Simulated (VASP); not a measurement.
A convergence study with VASP on CeO2 (fluorite): one setting is varied, all else stays as given below, so the limit is that of these other settings.

```
CELL_PARAMETERS angstrom
      0.00000     2.70500     2.70500
      2.70500     0.00000     2.70500
      2.70500     2.70500     0.00000
ATOMIC_POSITIONS crystal
  Ce 0.00000 0.00000 0.00000
  O  0.25000 0.25000 0.25000
  O  0.75000 0.75000 0.75000
```

Method: PBEsol GGA, VASP's PBE PAW potentials (set 64) (plane waves; VASP). The tightest run used: 700 eV cut-off, 12×12×12 Monkhorst-Pack mesh, Gaussian smearing of 0.050 eV, potentials Ce O.

Problem. The settings run are 1×1×1 mesh; 2×2×2 mesh; 3×3×3 mesh; 4×4×4 mesh; 5×5×5 mesh; 6×6×6 mesh; 7×7×7 mesh; 8×8×8 mesh; 9×9×9 mesh; 10×10×10 mesh; 11×11×11 mesh; 12×12×12 mesh. From which on does the stress (every component) stay within 0.5 GPa of the tightest run?

Solution. From 2×2×2 mesh on: it is off by 0.04 there and by no more than 0.5 in any finer run, while 1×1×1 mesh is off by 44.50.
```csv
setting,E (eV/atom),pressure (GPa),irreducible k-points,difference judged (GPa)
1×1×1 mesh,-10.9275,-45.90,1,44.50
2×2×2 mesh,-9.1832,-1.45,2,0.04
3×3×3 mesh,-9.1823,-1.42,4,0.02
4×4×4 mesh,-9.1841,-1.41,10,0.00
5×5×5 mesh,-9.1841,-1.40,10,0.01
6×6×6 mesh,-9.1841,-1.40,28,0.00
7×7×7 mesh,-9.1841,-1.40,20,0.00
8×8×8 mesh,-9.1841,-1.40,60,0.00
9×9×9 mesh,-9.1841,-1.41,35,0.00
10×10×10 mesh,-9.1841,-1.40,110,0.00
11×11×11 mesh,-9.1841,-1.40,56,0.01
12×12×12 mesh,-9.1841,-1.41,182,0.00
```

Left out are rungs that failed or repeat a setting and relaxations that didn't move; long series are thinned to 24 rows.

The compound is CeO2 in the fluorite structure. The cell was not relaxed at this level. The run is not spin-polarised, so no magnetic state was tried.
